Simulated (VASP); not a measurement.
Here is the system:

```
CsI
1.0
    3.86482     0.00000     0.00000
    0.00000     3.86482     0.00000
    0.00000     0.00000     3.86482
Cs I
1 1
Direct
  0.00000   0.00000   0.00000
  0.50000   0.50000   0.50000
```

These are PBEsol GGA, VASP's PBE PAW potentials (set 64) (plane waves; VASP) values and carry that method's errors. Numerical set-up: 500 eV cut-off, 7×7×7 Γ-centred mesh, Gaussian smearing of 0.050 eV, potentials Cs_sv I.

Unless said otherwise, spin-orbit coupling is left out, though it shifts the bands of the heavy elements here.

Q: What does the run give for the energy per atom (σ→0), pressure, band gap (on the k-mesh) with the smallest direct gap where there is one?

A: 
```
Item                                          Value
-----------------------------------  --------------
band gap (on the k-mesh)                    2.31 eV
smallest direct gap (on the k-mesh)         2.31 eV
energy per atom (σ→0)                -2.222 eV/atom
pressure                                  19.92 GPa
```

Only differences to runs with the same potentials and settings are physical.

The compound is CsI in the CsCl type structure. It was relaxed first under an external pressure of 20 GPa.
